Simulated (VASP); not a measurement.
# FB2OSiH3 in VASP: notebook

Aim: see how the results for FB2OSiH3 move with the level of theory and the settings. Levels: PBE+TS, PBE, PBE0. Tasks: atomic charges, electron localisation function, single point.

Everything below comes from runs of VASP 6.6.1. Logs are shortened: lines on timing, memory, paths and dates and some standing lists are left out, and cuts for length are marked.

### 1 The structure

The cell holds a molecule in a box, 8 atoms: a = 13.000 Å, b = 13.000 Å, c = 13.000 Å, α = 90.00°, β = 90.00°, γ = 90.00°.

### 2 Atomic charges, PBE+TS

INCAR

```
SYSTEM = SiB2H3OF
PREC = Accurate
ENCUT = 520
EDIFF = 1E-7
ISMEAR = 0
SIGMA = 0.01
LREAL = .False.
LASPH = .True.
NELM = 80
ALGO = Fast
ISIF = 2
LWAVE = .False.
LCHARG = .True.
GGA = PE
IVDW = 2
LORBIT = 11
LELF = .True.
LVHAR = .True.
LVACPOTAV = .True.
```

KPOINTS

```
Automatic mesh
0
Gamma
  1 1 1
  0 0 0
```

POSCAR

```
SiB2H3OF
1.0
   13.0000000000      0.0000000000      0.0000000000
    0.0000000000     13.0000000000      0.0000000000
    0.0000000000      0.0000000000     13.0000000000
F B O Si H
1 2 1 1 3
Direct
    0.4566000000      0.4277384600      0.6545461500
    0.4877846200      0.4696538500      0.5687230800
    0.5706923100      0.5664307700      0.5263076900
    0.5549846200      0.5568769200      0.4228923100
    0.4669846200      0.4584384600      0.4135461500
    0.6290538500      0.6296153800      0.5592538500
    0.3729461500      0.4964461500      0.3603692300
    0.5113615400      0.3736153800      0.3506846200
```

Potentials or basis: VASP PAW PBE potentials, release 64 (F, B, O, Si, H).

Launch:

```
> cat potpaw_PBE.64/F/POTCAR potpaw_PBE.64/B/POTCAR potpaw_PBE.64/O/POTCAR potpaw_PBE.64/Si/POTCAR potpaw_PBE.64/H/POTCAR > POTCAR
> mpirun -np 1 vasp_gam > vasp.out
```

OUTCAR:

```text
SYSTEM = SiB2H3OF
   PREC = Accurate
   ENCUT = 520
   EDIFF = 1E-7
   ISMEAR = 0
   LREAL = .False.
   LASPH = .True.
   NELM = 80
   ISIF = 2
   GGA = PE
   IVDW = 2
   LORBIT = 11
  IVDW =   2

 ion  position               nearest neighbor table
   1  0.457  0.428  0.655-   2 1.31
   2  0.488  0.470  0.569-   1 1.31   3 1.75   5 2.04
   3  0.571  0.566  0.526-   6 1.20   4 1.37   2 1.75   5 2.44
   4  0.555  0.557  0.423-   3 1.37   5 1.72
   5  0.467  0.458  0.414-   7 1.49   8 1.49   4 1.72   2 2.04   3 2.44
   6  0.629  0.630  0.559-   3 1.20
   7  0.373  0.496  0.360-   5 1.49
   8  0.511  0.374  0.351-   5 1.49

  LATTYP: Found a simple cubic cell.
 ALAT       =    13.0000000000

  Lattice vectors:

 A1 = (  13.0000000000,   0.0000000000,   0.0000000000)
 A2 = (   0.0000000000,  13.0000000000,   0.0000000000)
 A3 = (   0.0000000000,   0.0000000000,  13.0000000000)

Analysis of symmetry for initial positions (statically):
=====================================================================
 Subroutine PRICEL returns:
 Original cell was already a primitive cell.

 Routine SETGRP: Setting up the symmetry group for a
 simple cubic supercell.

 Subroutine GETGRP returns: Found  1 space group operations
 (whereof  1 operations were pure point group operations)
 out of a pool of 48 trial point group operations.

The static configuration has the point symmetry C_1 .

Analysis of symmetry for dynamics (positions and initial velocities):
=====================================================================
 Subroutine PRICEL returns:
 Original cell was already a primitive cell.

 Routine SETGRP: Setting up the symmetry group for a
 simple cubic supercell.

 Subroutine GETGRP returns: Found  1 space group operations
 (whereof  1 operations were pure point group operations)
 out of a pool of 48 trial point group operations.

The dynamic configuration has the point symmetry C_1 .

 Subroutine INISYM returns: Found  1 space group operations
 (whereof  1 operations are pure point group operations),
 and found     1 'primitive' translations

----------------------------------------------------------------------------------------

                                     Primitive cell

  volume of cell :    2197.0000

  direct lattice vectors                    reciprocal lattice vectors
    13.000000000  0.000000000  0.000000000     0.076923077  0.000000000  0.000000000
     0.000000000 13.000000000  0.000000000     0.000000000  0.076923077  0.000000000
     0.000000000  0.000000000 13.000000000     0.000000000  0.000000000  0.076923077

  length of vectors
    13.000000000 13.000000000 13.000000000     0.076923077  0.076923077  0.076923077

  position of ions in fractional coordinates (direct lattice)
     0.456600000  0.427738460  0.654546150
     0.487784620  0.469653850  0.568723080
     0.570692310  0.566430770  0.526307690
     0.554984620  0.556876920  0.422892310
     0.466984620  0.458438460  0.413546150
     0.629053850  0.629615380  0.559253850
     0.372946150  0.496446150  0.360369230
     0.511361540  0.373615380  0.350684620

  ion indices of the primitive-cell ions
   primitive index   ion index
                 1           1
                 2           2
                 3           3
                 4           4
                 5           5
                 6           6
                 7           7
                 8           8

----------------------------------------------------------------------------------------

 KPOINTS: Automatic mesh

Automatic generation of k-mesh.
 Grid dimensions read from file:
 generate k-points for:    1    1    1

 Generating k-lattice:

  Cartesian coordinates                     Fractional coordinates (reciprocal lattice)
     0.076923077  0.000000000  0.000000000     1.000000000  0.000000000  0.000000000
     0.000000000  0.076923077  0.000000000     0.000000000  1.000000000  0.000000000
     0.000000000  0.000000000  0.076923077     0.000000000  0.000000000  1.000000000

  Length of vectors
     0.076923077  0.076923077  0.076923077

  Shift w.r.t. Gamma in fractional coordinates (k-lattice)
     0.000000000  0.000000000  0.000000000

 Subroutine IBZKPT returns following result:
 ===========================================

 Found      1 irreducible k-points:

 Following reciprocal coordinates:
            Coordinates               Weight
  0.000000  0.000000  0.000000      1.000000
   k-points           NKPTS =      1   k-points in BZ     NKDIM =      1   number of bands    NBANDS=     18
   number of dos      NEDOS =    301   number of ions     NIONS =      8
   total plane-waves  NPLWV = 941192
   dimension x,y,z NGX =    98 NGY =   98 NGZ =   98
   dimension x,y,z NGXF=   196 NGYF=  196 NGZF=  196
   ions per type =               1   2   1   1   3
   NGX,Y,Z   is equivalent  to a cutoff of  12.53, 12.53, 12.53 a.u.
   NGXF,Y,Z  is equivalent  to a cutoff of  25.06, 25.06, 25.06 a.u.
 SYSTEM =  SiB2H3OF
   PREC   = accura    normal or accurate (medium, high low for compatibility)
   ISTART =      0    job   : 0-new  1-cont  2-samecut
   ICHARG =      2    charge: 1-file 2-atom 10-const
   ISPIN  =      1    spin polarized calculation?
   LNONCOLLINEAR =      F non collinear calculations
   LSORBIT =      F    spin-orbit coupling
   LASPH  =      T    aspherical Exc in radial PAW
   ENCUT  =  520.0 eV  38.22 Ry    6.18 a.u.  24.17 24.17 24.17*2*pi/ulx,y,z
   NELM   =     80;   NELMIN=  2; NELMDL= -5     # of ELM steps
   EDIFF  = 0.1E-06   stopping-criterion for ELM
   LREAL  =      F    real-space projection
   EDIFFG = 0.1E-05   stopping-criterion for IOM
   NSW    =      0    number of steps for IOM
   IBRION =     -1    ionic relax: 0-MD 1-quasi-New 2-CG
   NFREE  =      0    steps in history (QN), initial steepest desc. (CG)
   ISIF   =      2    stress and relaxation
   ISYM   =      2    0-nonsym 1-usesym 2-fastsym
   POTIM  = 0.5000    time-step for ionic-motion
   TEBEG  =    0.0;   TEEND  =   0.0 temperature during run
   PSTRESS=    0.0 pullay stress
   NELECT =      26.0000    total number of electrons
   NUPDOWN=      -1.0000    fix difference up-down
   EMIN   =  10.00;   EMAX   =-10.00  energy-range for DOS
   EFERMI =   0.00;   METHOD = LEGACY
   ISMEAR =     0;   SIGMA  =   0.01  broadening in eV -4-tet -1-fermi 0-gaus
   EFERMI_NEDOS =   21; number of points for ismear=-14 and -15
   IALGO  =     68    algorithm
   IMIX   =      4    mixing-type and parameters
     AMIX     =   0.40;   BMIX     =  1.00
     AMIX_MAG =   1.60;   BMIX_MAG =  1.00
  volume/ion in A,a.u.               =     274.62      1853.26
  Fermi-wavevector in a.u.,A,eV,Ry     =   0.373069  0.704998  1.893666  0.139181
  Thomas-Fermi vector in A             =   1.302412
   LORBIT       =     11    0 simple, 1 ext, 2 COOP (PROOUT), +10 PAW based schemes
   GGA     = PE    functional components
   LHFCALC =     F    Hartree Fock is set to
   AEXX    =    0.0000 exact exchange contribution
   IVDW    =     2    specifies the selected vdW correction
   LEPSILON=     F    determine dielectric tensor
   LRPA    =     F    only Hartree local field effects (RPA)
 non-spin polarized calculation
 RMM-DIIS sequential band-by-band and
 Gauss-broadening in eV      SIGMA  =   0.01
  energy-cutoff  :      520.00
  volume of cell :     2197.00
 maximum number of plane-waves:     29543
 NGX is ok and might be reduce to    98
   NGX = 49   NGY = 49   NGZ = 49

 number of electron      26.0000002 magnetization

 Free energy of the ion-electron system (eV)
  ---------------------------------------------------
  ext. energy  EPLUGINS =         0.00000000
  ---------------------------------------------------
  free energy    TOTEN  =       -40.29030349 eV

  energy without entropy =      -40.29030349  energy(sigma->0) =      -40.29030349

 E-fermi :  -5.5171     XC(G=0):  -0.7006

 val. band max:       -5.6234302054   @ k =   0.0000   0.0000   0.0000
 cond. band min:      -3.5002980214   @ k =   0.0000   0.0000   0.0000
 fundamental gap:      2.1231321840
 Fermi energy:        -5.5170700933

 k-point     1 :       0.0000    0.0000    0.0000
  band No.  band energies     occupation
      1     -30.9654      2.00000
      2     -25.3840      2.00000
      3     -13.9960      2.00000
      4     -13.5183      2.00000
      5     -12.5450      2.00000
      6     -11.4550      2.00000
      7     -11.3094      2.00000
      8     -10.5655      2.00000
      9      -9.8353      2.00000
     10      -9.3103      2.00000
     11      -7.9104      2.00000
     12      -7.4081      2.00000
     13      -5.6234      2.00000
     14      -3.5003      0.00000
     15      -1.0887      0.00000
     16      -0.5039      0.00000
     17      -0.3199      0.00000
     18       0.3524      0.00000

------------------------ aborting loop because EDIFF is reached ----------------------------------------

  Hirshfeld charges:
            ion         q(e)
   ------------------------------
      1     F       -0.10026845
      2     B        0.11736097
      3     B        0.10520558
      4     O       -0.21632690
      5     Si       0.29501898
      6     H       -0.05765263
      7     H       -0.07170725
      8     H       -0.07163030

  Tkatchenko/Scheffler method for vdW energy calculation

  Number of pair interactions contributing to vdW energy:    8740

  Edisp (eV):   -0.04097

  FORCE on cell =-STRESS in cart. coord.  units (eV):
  Direction    XX          YY          ZZ          XY          YZ          ZX
  --------------------------------------------------------------------------------------
  -------------------------------------------------------------------------------------
  Total       0.68011     0.83070     1.74280     0.57936    -0.15083    -0.02342
  in kB       0.49598     0.60579     1.27095     0.42250    -0.10999    -0.01708
  external pressure =        0.79 kB  Pullay stress =        0.00 kB

 VOLUME and BASIS-vectors are now :
 -----------------------------------------------------------------------------
  energy-cutoff  :      520.00
  volume of cell :     2197.00
      direct lattice vectors                 reciprocal lattice vectors
    13.000000000  0.000000000  0.000000000     0.076923077  0.000000000  0.000000000
     0.000000000 13.000000000  0.000000000     0.000000000  0.076923077  0.000000000
     0.000000000  0.000000000 13.000000000     0.000000000  0.000000000  0.076923077

 POSITION                                       TOTAL-FORCE (eV/Angst)
 -----------------------------------------------------------------------------------
      5.93580      5.56060      8.50910        -0.232415     -0.314589      0.647589
      6.34120      6.10550      7.39340         0.212431      0.277891     -0.490939
      7.41900      7.36360      6.84200         0.034044      0.002486      0.463129
      7.21480      7.23940      5.49760         0.264665      0.337091     -0.482953
      6.07080      5.95970      5.37610        -0.324797     -0.368859      0.030930
      8.17770      8.18500      7.27030         0.091155      0.099943      0.033899
      4.84830      6.45380      4.68480        -0.111477      0.061737     -0.094740
      6.64770      4.85700      4.55890         0.066393     -0.095701     -0.106915
 -----------------------------------------------------------------------------------
    total drift:                               -0.000009     -0.001403      0.001228

  FREE ENERGIE OF THE ION-ELECTRON SYSTEM (eV)
  ---------------------------------------------------
  free  energy   TOTEN  =       -40.3312725962 eV

  energy  without entropy=      -40.3312725962  energy(sigma->0) =      -40.33127260

 total charge

# of ion       s       p       d       tot
------------------------------------------
    1        1.748   4.403   0.000   6.151
    2        0.761   1.192   0.000   1.953
    3        0.756   1.261   0.000   2.017
    4        1.572   3.572   0.000   5.144
    5        0.742   0.974   0.000   1.716
    6        0.622   0.020   0.000   0.643
    7        0.577   0.013   0.000   0.590
    8        0.577   0.013   0.000   0.590
--------------------------------------------------
tot          7.354  11.449   0.000  18.804
```

Run time: 6.2 min. Hardware: 1 thread of AMD EPYC 7R43 (Zen 3), shared host; peak memory 1.7 GiB.

What came out:

| Property | Result |
| --- | --- |
| Free energy | -40.3313 eV |
| Largest force | 0.757 eV/Å |
| Gap between the frontier levels | 2.12 eV |
| Valence electrons inside the program's atomic spheres | F 6.15; B 1.95, 2.02; O 5.14; Si 1.72; H 0.64, 0.59 |
| Hirshfeld charges | F -0.10; B +0.12, +0.11; O -0.22; Si +0.30; H -0.06, -0.07 e |
| Dispersion energy per atom | -0.005 eV |

Forces on the atoms (eV/Å):
```
F   -0.232 -0.315  0.648
B    0.212  0.278 -0.491
B    0.034  0.002  0.463
O    0.265  0.337 -0.483
Si  -0.325 -0.369  0.031
H    0.091  0.100  0.034
H   -0.111  0.062 -0.095
H    0.066 -0.096 -0.107
```

Levels at points of the mesh, in eV from the valence-band top:
```tsv
k point	band 11	band 12	band 13	band 14	band 15	band 16
(0.00, 0.00, 0.00)	-2.29	-1.78	0.00	2.12	4.53	5.12
```

Expect the measured gap to be larger: semilocal functionals such as PBE lack the derivative discontinuity.

### 3 Electron localisation function, PBE

INCAR

```
PREC = Accurate ; ENCUT = 520
EDIFF = 1E-6 ; ISMEAR = 0
SIGMA = 0.01 ; LREAL = False
LASPH = True ; NELM = 80
ALGO = Normal ; ISIF = 2
LWAVE = False ; LCHARG = True
GGA = PE ; LELF = True
```

KPOINTS

```
regular mesh
0
Gamma
  1 1 1
```

POSCAR is that of step 2.

Potentials or basis: VASP PAW PBE potentials, release 64 (F, B, O, Si, H).

Launch:

```
> cat potpaw_PBE.64/F/POTCAR potpaw_PBE.64/B/POTCAR potpaw_PBE.64/O/POTCAR potpaw_PBE.64/Si/POTCAR potpaw_PBE.64/H/POTCAR > POTCAR
> mpirun -np 1 vasp_gam > vasp.out
```

Wall time 5 min (1 thread of AMD EPYC 7R43 (Zen 3), shared host); peak memory 1.5 GiB.

It converged, with:

```
Free energy                     : -40.2903 eV
Largest force                   : 0.745 eV/Å
Gap between the frontier levels : 2.12 eV
```

Forces on the atoms (eV/Å):
```
F   -0.230 -0.311  0.637
B    0.215  0.282 -0.501
B    0.034  0.002  0.473
O    0.260  0.332 -0.488
Si  -0.328 -0.373  0.041
H    0.091  0.100  0.036
H   -0.105  0.059 -0.093
H    0.063 -0.090 -0.104
```

Levels at points of the mesh, in eV from the valence-band top:
```csv
k point,band 11,band 12,band 13,band 14,band 15,band 16
"(0.00, 0.00, 0.00)",-2.29,-1.78,0.00,2.12,4.53,5.12
```

### 4 Single point, PBE0

POSCAR

```
SiB2H3OF
1.0
   13.0000000000      0.0000000000      0.0000000000
    0.0000000000     13.0000000000      0.0000000000
    0.0000000000      0.0000000000     13.0000000000
F B O Si H
1 2 1 1 3
Cartesian
    5.9358000000      5.5605999800      8.5090999500
    6.3412000600      6.1055000500      7.3934000400
    7.4190000300      7.3636000100      6.8419999700
    7.2148000600      7.2393999600      5.4976000300
    6.0708000600      5.9596999800      5.3760999500
    8.1777000500      8.1849999400      7.2703000500
    4.8482999500      6.4537999500      4.6847999900
    6.6477000200      4.8569999400      4.5589000600
```

INCAR.step1

```
SYSTEM = SiB2H3OF
  PREC = Accurate
  ENCUT = 900
  EDIFF = 1E-5
  ISMEAR = 0
  SIGMA = 0.01
  LREAL = .FALSE.
  LASPH = .TRUE.
  NELM = 60
  ALGO = Normal
  ISIF = 2
  LWAVE = .TRUE.
  NBANDS = 23
  GGA = PE
```

INCAR.step2

```
SYSTEM = SiB2H3OF
  PREC = Accurate
  ENCUT = 900
  EDIFF = 1E-6
  ISMEAR = 0
  SIGMA = 0.01
  LREAL = .FALSE.
  LASPH = .TRUE.
  NELM = 60
  ALGO = Normal
  ISIF = 2
  LWAVE = .FALSE.
  LCHARG = .TRUE.
  GGA = PE
  LHFCALC = .TRUE.
  AEXX = 0.25
  PRECFOCK = Fast
  HFRCUT = -1
  LELF = .TRUE.
  LVHAR = .TRUE.
  LVACPOTAV = .TRUE.
  NBANDS = 23
  ISTART = 1
```

KPOINTS

```
Automatic mesh
0
G
  1 1 1
  0 0 0
```

Potentials or basis: VASP PAW PBE potentials, release 64 (F_h, B_h, O_h, Si, H_h).

Launch:

```
> cat potpaw_PBE.64/F_h/POTCAR potpaw_PBE.64/B_h/POTCAR potpaw_PBE.64/O_h/POTCAR potpaw_PBE.64/Si/POTCAR potpaw_PBE.64/H_h/POTCAR > POTCAR
> cp INCAR.step1 INCAR
> mpirun -np 1 vasp_gam > vasp.out
> cp INCAR.step2 INCAR
> mpirun -np 1 vasp_gam > vasp.out
```

Wall time 38 min (1 thread of AMD EPYC 7R43 (Zen 3), shared host); peak memory 3.3 GiB.

It converged, with:

```yaml
Free_energy: -50.3263 eV
Largest_force: 0.104 eV/Å
Gap_between_the_frontier_levels: 4.29 eV
```

Forces in eV/Å, atoms in the order of the input:
```
F   -0.003  0.021 -0.076
B   -0.034 -0.054  0.082
B    0.005  0.004 -0.100
O   -0.023  0.006  0.076
Si   0.037  0.034 -0.024
H   -0.016 -0.027 -0.011
H    0.051 -0.022  0.024
H   -0.017  0.038  0.029
```

Levels at points of the mesh, in eV from the valence-band top:
| k point | band 9 | band 10 | band 11 | band 12 | band 13 | band 14 | band 15 | band 16 | band 17 | band 18 |
| --- | --- | --- | --- | --- | --- | --- | --- | --- | --- | --- |
| (0.00, 0.00, 0.00) | -4.54 | -4.09 | -2.44 | -2.12 | 0.00 | 4.29 | 6.50 | 6.78 | 7.24 | 7.53 |

Caveat: the cutoff is under 1.25 times the usual one of these potentials, so pressure, stress and relaxed cells hold a basis-set (Pulay) error; the PAW data sets were made with another functional, which shifts forces and pressure a little.

### 5 For comparison

An earlier run on the cell as given: functional PBE; potentials or basis VASP PAW PBE potentials, release 64 (F, B, O, Si, H); cutoff 520 eV; k mesh 1 × 1 × 1; occupations gaussian, width 0.01 eV; no spin polarisation.

* Largest force: 0.745 eV/Å
* Gap between the frontier levels: 2.12 eV

### 6 Overview

```tsv
task	level	potentials or basis	cutoff (eV)	grid for exact exchange (PRECFOCK)	exchange at q = 0	gap on the mesh (eV)	largest force (eV/Å)
atomic charges	PBE+TS	VASP PAW PBE potentials, release 64 (F, B, O, Si, H)	520	-	-	2.12	0.76
electron localisation function	PBE	VASP PAW PBE potentials, release 64 (F, B, O, Si, H)	520	-	-	2.12	0.75
single point	PBE0	VASP PAW PBE potentials, release 64 (F_h, B_h, O_h, Si, H_h)	900	Fast	truncated	4.29	0.10
single point	PBE	VASP PAW PBE potentials, release 64 (F, B, O, Si, H)	520	-	-	2.12	0.75
```

Alike in all rows: no spin polarisation; cell as given; k mesh 1 × 1 × 1; smearing gaussian 0.01 eV.

Caveats: the cutoff is under 1.25 times the usual one of these potentials, so pressure, stress and relaxed cells hold a basis-set (Pulay) error (some runs); the PAW data sets were made with another functional, which shifts forces and pressure a little (some runs).

Total energies depend on the potentials used, so only differences within one code and one set of settings carry meaning.
